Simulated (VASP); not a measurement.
A convergence study with VASP on ZrN (rock salt): one setting is varied, all else stays as given below, so the limit is that of these other settings. Each run relaxes cell and ions; the cell shown is the tightest run's result. The basis is that of the starting cell, so low cut-offs carry a Pulay error.

```
ZrN
1.0
    0.00000     2.29837     2.29837
    2.29837     0.00000     2.29837
    2.29837     2.29837     0.00000
Zr N
1 1
Direct
  0.00000   0.00000   0.00000
  0.50000   0.50000   0.50000
```

Calculation: PBE GGA, VASP's PBE PAW potentials (set 64) (plane waves; VASP 6.6.1). The tightest run used: 800 eV cut-off, 11×11×11 Γ-centred mesh, first-order Methfessel-Paxton smearing of 0.10 eV, potentials Zr_sv N.

The reference is ENCUT = 800, which took about 70 core-seconds. The timings are rough (shared machines, no repeats); factors under 2 mean little.

**Question.** Of the settings ENCUT = 250; ENCUT = 300; ENCUT = 350; ENCUT = 400; ENCUT = 450; ENCUT = 500; ENCUT = 550; ENCUT = 600; ENCUT = 650; ENCUT = 700; ENCUT = 750; ENCUT = 800, which is the lowest that keeps the difference from the reference in relaxed volume (Å³/atom) within 0.1 from there on, and what does it cost?

**Answer.** ENCUT = 450; its cost over the reference is about 1/3.
```
setting      difference in relaxed volume (Å³/atom)  cost over the reference
-----------  --------------------------------------  -----------------------
ENCUT = 250                                   1.177                about 1/3
ENCUT = 300                                   0.696     within a factor of 2
ENCUT = 350                                   0.372                about 1/2
ENCUT = 400                                   0.141                about 1/3
ENCUT = 450                                   0.035                about 1/3
ENCUT = 500                                   0.004                about 1/3
ENCUT = 550                                   0.003     within a factor of 2
ENCUT = 600                                   0.007     within a factor of 2
ENCUT = 650                                   0.007     within a factor of 2
ENCUT = 700                                   0.005     within a factor of 2
ENCUT = 750                                   0.003     within a factor of 2
ENCUT = 800                                   0.000                reference
```

Left out are rungs that failed or repeat a setting and relaxations that didn't move; long series are thinned to 24 rows.

The compound is ZrN in the rock salt structure. The electron count is odd and the run is not spin-polarised, which forces a metal.
